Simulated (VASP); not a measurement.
Input of a VASP 6.6.1 run:

The input INCAR:

```
SYSTEM = MgO
  PREC = Accurate
  ENCUT = 600
  EDIFF = 1E-7
  ISMEAR = 0
  SIGMA = 0.03
  LREAL = .FALSE.
  LASPH = .TRUE.
  NELM = 80
  ALGO = Normal
  ISIF = 2
  LWAVE = .FALSE.
  LCHARG = .FALSE.
  GGA = PE
  IBRION = 2
  NSW = 40
  EDIFFG = -0.01
```

KPOINTS

```
Automatic mesh
0
G
  12 12 12
  0 0 0
```

The input POSCAR:

```
MgO                                     
1.0
    0.0000000000      2.0791532249      2.0791532249
    2.0791532249      0.0000000000      2.0791532249
    2.0791532249      2.0791532249      0.0000000000
  Mg              O             
     1     1
Direct
     0.0000000000000000    0.0000000000000000    0.0000000000000000
     0.5000000000000000    0.5000000000000000    0.5000000000000000
```

Potentials or basis: VASP PAW PBE potentials, release 64 (Mg, O).

Launch:

```console
$ cat potpaw_PBE.64/Mg/POTCAR potpaw_PBE.64/O/POTCAR > POTCAR
$ mpirun -np 1 vasp_std > vasp.out
```

(1) Estimate the band gap on the k mesh.

## Answers

(1) 5.11 eV, direct.

Caveat: the relaxation stopped at its first step, so nothing moved.
